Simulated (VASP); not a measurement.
```
CELL_PARAMETERS angstrom
     -1.68300     1.68300     1.68300
      1.68300    -1.68300     1.68300
      1.68300     1.68300    -1.68300
ATOMIC_POSITIONS crystal
  Nb 0.00000 0.00000 0.00000
```

All values below come from PBE GGA, VASP's PBE PAW potentials (set 64) (plane waves; VASP). Run with 400 eV cut-off, KSPACING 0.25 per Å, first-order Methfessel-Paxton smearing of 0.10 eV, potentials Nb_sv.

### Question
Give the stress tensor in GPa (positive for a compressed cell).

### Answer

```
-8.12   0.00   0.00
 0.00  -8.12   0.00
 0.00   0.00  -8.12
```
The pressure is its mean diagonal, -8.12 GPa.

The compound is Nb in the bcc structure. The cell was not relaxed at this level. The run is one of a series of settings (KGAMMA = .TRUE., KSPACING = 0.25, KPOINTS file removed against the base run), some of them coarse on purpose.
